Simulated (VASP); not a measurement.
Fe3Cl:

```
Fe Cl
1.0
     0.00000    3.15848    3.15848
     3.15848    0.00000    3.15848
     3.15848    3.15848    0.00000
Fe Cl
3 1
Direct
  0.25000 0.25000 0.25000
  0.75000 0.75000 0.75000
  0.50000 0.50000 0.50000
  0.00000 0.00000 0.00000
```

The cell was built by a generator and needn't be a form met in nature.

| Quantity | Value |
| --- | --- |
| Program | VASP 6.6.1 |
| Task | relaxation of cell and atoms |
| Functional | PBE |
| Potentials or basis | VASP PAW PBE potentials, release 64 (Fe, Cl) |
| Cutoff | 600 eV |
| k mesh | 7 × 7 × 7 |
| Occupations | gaussian, width 0.05 eV |
| Spin | collinear spin, ferromagnetic start |
| Starting moments | [3.0, 3.0, 3.0, 0.0] μB |

At the start: pressure -10.6 GPa; volume 15.75 Å³/atom.

Question: Where does the relaxation end?

Answer: Over 3 steps the energy falls by 98.7 meV/atom and the volume is 13.33 Å³/atom (-15.4 %); space group Fm-3m (No. 225, to 0.05 Å); moment 8.13 μB per cell.

Step by step:
```
step  energy change (eV)  largest force (eV/Å)  pressure (GPa)  volume (Å³)
   1              0.0000                0.0000          -10.64        63.02
   2             -0.3924                0.0000           -1.23        53.95
   3             -0.3948                0.0000            0.01        53.32
```

Final structure:
```cif
data_structure
_symmetry_space_group_name_H-M 'P 1'
_symmetry_Int_Tables_number 1
_cell_length_a 4.2249
_cell_length_b 4.2249
_cell_length_c 4.2249
_cell_angle_alpha 60.000
_cell_angle_beta 60.000
_cell_angle_gamma 60.000
_cell_volume 53.32
loop_
_atom_site_label
_atom_site_type_symbol
_atom_site_fract_x
_atom_site_fract_y
_atom_site_fract_z
_atom_site_occupancy
Fe1 Fe 0.25000 0.25000 0.25000 1
Fe2 Fe 0.75000 0.75000 0.75000 1
Fe3 Fe 0.50000 0.50000 0.50000 1
Cl1 Cl 0.00000 0.00000 0.00000 1
```

Caveat: the volume moved by over 15 % at a fixed basis, so the end points are rough; only a ferromagnetic start was run, and an antiferromagnetic order may lie lower in energy.
